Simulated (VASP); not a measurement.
Given:

```yaml
crystal:
  lattice:
    - [0.00000, 3.29460, 3.29460]
    - [3.29460, 0.00000, 3.29460]
    - [3.29460, 3.29460, 0.00000]
  atoms:
    - { symbol: Hg, position: [0.00000, 0.00000, 0.00000] }
    - { symbol: Te, position: [0.25000, 0.25000, 0.25000] }
```

All values below come from PBE GGA, VASP's PBE PAW potentials (set 64) (plane waves; VASP 6.6.1). Run with 400 eV cut-off, 6×6×6 Γ-centred mesh, Gaussian smearing of 0.050 eV, potentials Hg Te.

Task: Give the stress tensor in GPa (positive for a compressed cell).

Result: 
```
1.13  0.00  0.00
0.00  1.13  0.00
0.00  0.00  1.13
```
The pressure is its mean diagonal, 1.13 GPa.

The compound is HgTe in the zinc blende structure. The cell was not relaxed at this level. The run is one of a series of settings (EDIFF = 1E-8 against the base run), some of them coarse on purpose.
